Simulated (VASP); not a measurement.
An input for Quantum ESPRESSO's pw.x (written as the equivalent of a VASP run, and not itself run):

```
&CONTROL
  calculation = 'scf'
  pseudo_dir = './pseudo'
  outdir = './out'
  tprnfor = .true.
  tstress = .true.
/
&SYSTEM
  ibrav = 0
  nat = 4
  ntyp = 2
  ecutwfc = 84
  occupations = 'smearing'
  smearing = 'fermi-dirac'
  degauss = 0.00735
  input_dft = 'pbe'
/
&ELECTRONS
  conv_thr = 7.3e-08
  electron_maxstep = 100
/
ATOMIC_SPECIES
  Ti 47.867 Ti.upf
  Pt 195.084 Pt.upf
CELL_PARAMETERS angstrom
     3.9200000    0.0000000    0.0000000
     0.0000000    3.9200000    0.0000000
     0.0000000    0.0000000    3.9200000
ATOMIC_POSITIONS crystal
  Ti   0.0000000  0.0000000  0.0000000
  Pt   0.0000000  0.5000000  0.5000000
  Pt   0.5000000  0.0000000  0.5000000
  Pt   0.5000000  0.5000000  0.0000000
K_POINTS automatic
  6 6 6 0 0 0
```

Problem. Translate this input to VASP (INCAR, KPOINTS, POSCAR, choice of POTCAR).

Solution. One answer among several that fit: 
KPOINTS:
```
Automatic mesh
0
Gamma
6 6 6
0 0 0
```

### POSCAR
```
Pt3Ti
1
    3.9200000000     0.0000000000     0.0000000000
    0.0000000000     3.9200000000     0.0000000000
    0.0000000000     0.0000000000     3.9200000000
Ti Pt
1 3
Direct
  0.0000000000   0.0000000000   0.0000000000
  0.0000000000   0.5000000000   0.5000000000
  0.5000000000   0.0000000000   0.5000000000
  0.5000000000   0.5000000000   0.0000000000
```

INCAR:
```
SYSTEM=Pt3Ti
PREC=Accurate; ENCUT=300; LREAL=.FALSE.
LASPH=.TRUE.
EDIFF=1E-6; NELM=100; ALGO=Normal
LMAXMIX=6
ISMEAR=-1; SIGMA=0.1
GGA=PE
ISIF=2
LWAVE=.FALSE.; LCHARG=.FALSE.
```

POTCAR, in this order: Ti_sv Pt (PBE.64 set). Program: vasp_std.

What does not carry over: the potentials are each code's own (VASP's PAW set, PseudoDojo norm-conserving files in pw.x), so ENCUT and ecutwfc are chosen apart and not converted; conv_thr bounds pw.x's estimated SCF error, while EDIFF bounds the energy change between steps.

The structure is a typed Pt3Ti crystal (Pm-3m). The cell was not relaxed at this level.
